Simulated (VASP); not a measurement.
Computed with rev-vdW-DF2, VASP's PBE PAW potentials (set 64) (plane waves; VASP 6.6.1).

VASP input:

### INCAR
```
SYSTEM = SnO2
PREC = Accurate
ENCUT = 520
EDIFF = 1E-7
NELM = 100
ALGO = Normal
LREAL = .FALSE.
LASPH = .TRUE.
ISMEAR = 0
SIGMA = 0.05
GGA = MK
PARAM1 = 0.1234568
PARAM2 = 0.7114
ZAB_VDW = -1.8867
LUSE_VDW = .TRUE.
AGGAC = 0.0
LMAXMIX = 4
LWAVE = .FALSE.
LCHARG = .FALSE.
LORBIT = 11
ICHARG = 11
```

KPOINTS:
```
k-points along high-symmetry lines
10
Line-mode
Reciprocal
  0.000000   0.000000   0.000000 ! GAMMA
  0.000000   0.500000   0.000000 ! X

  0.000000   0.500000   0.000000 ! X
  0.500000   0.500000   0.000000 ! M

  0.500000   0.500000   0.000000 ! M
  0.000000   0.000000   0.000000 ! GAMMA

  0.000000   0.000000   0.000000 ! GAMMA
  0.000000   0.000000   0.500000 ! Z

  0.000000   0.000000   0.500000 ! Z
  0.000000   0.500000   0.500000 ! R

  0.000000   0.500000   0.500000 ! R
  0.500000   0.500000   0.500000 ! A

  0.500000   0.500000   0.500000 ! A
  0.000000   0.000000   0.500000 ! Z

  0.000000   0.500000   0.000000 ! X
  0.000000   0.500000   0.500000 ! R

  0.500000   0.500000   0.000000 ! M
  0.500000   0.500000   0.500000 ! A
```

**POSCAR**
```
SnO2
1
    4.7918769701    -0.0000000000     0.0000000000
    0.0000000000     4.7918769701     0.0000000000
    0.0000000000     0.0000000000     3.2395521661
Sn O
2 4
Direct
  0.0000000000   0.0000000000   0.0000000000
  0.5000000000   0.5000000000   0.5000000000
  0.3061314539   0.3061314539   0.0000000000
  0.8061314539   0.1938685461   0.5000000000
  0.1938685461   0.8061314539   0.5000000000
  0.6938685461   0.6938685461   0.0000000000
```

POTCAR, in this order: Sn_d O (PBE.64 set). Program: vasp_std. Read from the step before: CHGCAR.

Output of the run:

OSZICAR:
```
       N       E                     dE             d eps       ncg     rms          rms(c)
DAV:   1     0.649739807936E+03    0.64974E+03   -0.26267E+04  6051   0.263E+03
DAV:   2     0.735319189690E+02   -0.57621E+03   -0.55751E+03  6054   0.703E+02
DAV:   3    -0.212489145955E+02   -0.94781E+02   -0.93030E+02  6539   0.223E+02
DAV:   4    -0.259762531600E+02   -0.47273E+01   -0.47063E+01  6547   0.559E+01
DAV:   5    -0.261278682603E+02   -0.15162E+00   -0.15156E+00  7604   0.988E+00
DAV:   6    -0.261328696222E+02   -0.50014E-02   -0.50012E-02  7358   0.150E+00
DAV:   7    -0.261330618617E+02   -0.19224E-03   -0.19224E-03  8104   0.252E-01
DAV:   8    -0.261330634394E+02   -0.15778E-05   -0.15777E-05  7381   0.245E-02
DAV:   9    -0.261330634875E+02   -0.48100E-07   -0.48123E-07  5793   0.367E-03
   1 F= -.26133063E+02 E0= -.26133063E+02  d E =-.216130E-16
```

OUTCAR:
```
 val. band max:        5.5298297977   @ k =   0.0000   0.0000   0.0000

 cond. band min:       6.2964288522   @ k =   0.0000   0.0000   0.0000



 k-point     1 :       0.0000    0.0000    0.0000
  band No.  band energies     occupation
      1     -15.4642      2.00000
      2     -14.7677      2.00000
      3     -14.5747      2.00000
      4     -14.5499      2.00000
      5     -14.5499      2.00000
      6     -14.4848      2.00000
      7     -14.4429      2.00000
      8     -14.3678      2.00000
      9     -14.3314      2.00000
     10     -14.3314      2.00000
     11     -13.1176      2.00000
     12     -11.3336      2.00000
     13     -11.3336      2.00000
     14      -9.7274      2.00000
     15      -2.4802      2.00000
     16       1.6053      2.00000
     17       1.6053      2.00000
     18       1.6807      2.00000
     19       2.5373      2.00000
     20       3.5630      2.00000
     21       3.6083      2.00000
     22       4.2726      2.00000
     23       4.2726      2.00000
     24       4.7886      2.00000
     25       4.7886      2.00000
     26       5.5298      2.00000
     27       6.2964      0.00000
     28      11.2290      0.00000
     29      11.5738      0.00000
     30      11.5738      0.00000
     31      15.6625      0.00000

 k-point     2 :       0.0000    0.0556    0.0000
  band No.  band energies     occupation
      1     -15.4598      2.00000
      2     -14.7723      2.00000
      3     -14.5747      2.00000
      4     -14.5497      2.00000
      5     -14.5497      2.00000
      6     -14.4888      2.00000
      7     -14.4422      2.00000
      8     -14.3683      2.00000
      9     -14.3317      2.00000
     10     -14.3317      2.00000
     11     -13.1082      2.00000
     12     -11.3544      2.00000
     13     -11.3169      2.00000
     14      -9.7330      2.00000
     15      -2.4597      2.00000
     16       1.5412      2.00000
     17       1.6191      2.00000
     18       1.6922      2.00000
...
```

The density is held fixed in this step, so its total energy and stress have no physical meaning. Unless said otherwise, spin-orbit coupling is left out, though it shifts the bands of the heavy elements here.

The compound is SnO2 in the rutile structure. It was relaxed first.
